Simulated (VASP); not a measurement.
An input for Quantum ESPRESSO's pw.x (written as the equivalent of a VASP run, and not itself run):

```
&CONTROL
  calculation = 'scf'
  pseudo_dir = './pseudo'
  outdir = './out'
  tprnfor = .true.
  tstress = .true.
/
&SYSTEM
  ibrav = 0
  nat = 2
  ntyp = 2
  ecutwfc = 84
  occupations = 'smearing'
  smearing = 'gaussian'
  degauss = 0.003675
  input_dft = 'pbe'
/
&ELECTRONS
  conv_thr = 7.3e-08
  electron_maxstep = 100
/
ATOMIC_SPECIES
  Li 6.940 Li.upf
  F 18.998 F.upf
CELL_PARAMETERS angstrom
     0.0000000    2.0150000    2.0150000
     2.0150000    0.0000000    2.0150000
     2.0150000    2.0150000    0.0000000
ATOMIC_POSITIONS crystal
  Li   0.0000000  0.0000000  0.0000000
  F    0.5000000  0.5000000  0.5000000
K_POINTS automatic
  9 9 9 0 0 0
```

Problem. Write the VASP files for the same calculation (PBE).

Solution. This is not unique; one that fits is 
### POSCAR
```
LiF
4.030
  0.0000000000   0.5000000000   0.5000000000
  0.5000000000   0.0000000000   0.5000000000
  0.5000000000   0.5000000000   0.0000000000
Li F
1 1
direct
  0.0000000000   0.0000000000   0.0000000000
  0.5000000000   0.5000000000   0.5000000000
```

### INCAR
```
SYSTEM = LiF
PREC = Accurate
ENCUT = 520
EDIFF = 1E-6
NELM = 100
ALGO = Normal
LREAL = .FALSE.
LASPH = .TRUE.
ISMEAR = 0
SIGMA = 0.05
GGA = PE
LWAVE = .FALSE.
LCHARG = .FALSE.
ISIF = 2
```

KPOINTS:
```
kpoints
0
Gamma
 9 9 9
```

POTCAR, in this order: Li_sv F (PBE.64 set). Program: vasp_std.

The two are equivalent in intent, not identical: the potentials are each code's own (VASP's PAW set, PseudoDojo norm-conserving files in pw.x), so ENCUT and ecutwfc are chosen apart and not converted; conv_thr bounds pw.x's estimated SCF error, while EDIFF bounds the energy change between steps.

The compound is LiF in the rock salt structure. The cell was not relaxed at this level.
